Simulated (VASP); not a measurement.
Input for VASP

INCAR:
```
! general
SYSTEM   = MoS2
PREC     = Accurate
ENCUT    = 520
LREAL    = .False.
LASPH    = .True.

! electronic loop
EDIFF    = 1E-7
NELM     = 100
ALGO     = Normal
LMAXMIX  = 4

! smearing
ISMEAR   = -5

! functional
GGA      = ML
LUSE_VDW = .True.
AGGAC    = 0.0
ZAB_VDW  = -1.8867

! ions
ISIF     = 2

! output
LWAVE    = .False.
LCHARG   = .True.
LORBIT   = 11
NEDOS    = 601

! other
LEFG     = .True.
```

KPOINTS:
```
Automatic mesh
0
Gamma
9 9 2
0 0 0
```

File POSCAR:
```
MoS2
1
    1.6432203830    -2.8461408825     0.0000000000
    1.6432203830     2.8461408825     0.0000000000
    0.0000000000     0.0000000000    12.8559685872
Mo S
2 4
Direct
  0.3333330000   0.6666670000   0.2500000000
  0.6666670000   0.3333330000   0.7500000000
  0.3333330000   0.6666670000   0.8731364359
  0.6666670000   0.3333330000   0.3731364359
  0.6666670000   0.3333330000   0.1268635641
  0.3333330000   0.6666670000   0.6268635641
```

POTCAR, in this order: Mo_sv S (PBE.64 set). Program: vasp_std.

**Question.** Translate this vdW-DF2 calculation to Quantum ESPRESSO's pw.x.

**Answer.** One equivalent input (not run):
```
&CONTROL
  calculation = 'scf'
  pseudo_dir = './pseudo'
  outdir = './out'
  tprnfor = .true.
  tstress = .true.
/
&SYSTEM
  ibrav = 0
  nat = 6
  ntyp = 2
  ecutwfc = 80
  occupations = 'tetrahedra'
  input_dft = 'vdw-df2'
/
&ELECTRONS
  conv_thr = 7.3e-09
  electron_maxstep = 100
/
ATOMIC_SPECIES
  Mo 95.950 Mo.upf
  S 32.060 S.upf
CELL_PARAMETERS angstrom
     1.6432204   -2.8461409    0.0000000
     1.6432204    2.8461409    0.0000000
     0.0000000    0.0000000   12.8559686
ATOMIC_POSITIONS crystal
  Mo   0.3333330  0.6666670  0.2500000
  Mo   0.6666670  0.3333330  0.7500000
  S    0.3333330  0.6666670  0.8731364
  S    0.6666670  0.3333330  0.3731364
  S    0.6666670  0.3333330  0.1268636
  S    0.3333330  0.6666670  0.6268636
K_POINTS automatic
  9 9 2 0 0 0
```
What does not carry over: the potentials are each code's own (VASP's PAW set, PseudoDojo norm-conserving files in pw.x), so ENCUT and ecutwfc are chosen apart and not converted; conv_thr bounds pw.x's estimated SCF error, while EDIFF bounds the energy change between steps; the field gradients of LEFG aren't asked of the other code.

The compound is MoS2 in the 2H layered structure. It was relaxed first, which changed the volume by +13 %.
